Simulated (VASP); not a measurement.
Take BAs (zinc blende), without spin-orbit terms, in VASP with PAW potentials, and its band gap.

Task: One run gives 1.29 eV. Which level is it?
(A) PBE (own cell)
(B) HSEsol (PBE cell)
(C) optB88-vdW (own cell)
(D) r2SCAN (own cell)

Result: C, optB88-vdW (own cell).  The others give 1.20 (PBE (own cell)), 1.81 (HSEsol (PBE cell)), 1.38 (r2SCAN (own cell)).

Only levels that ran to the end are used. Left out are those held back, those with too coarse a band path, GW runs whose mesh misses a band edge, hybrids' fits of cells that aren't cubic and levels without matching references; a question may draw on a part of the rest.

The compound is BAs in the zinc blende structure.
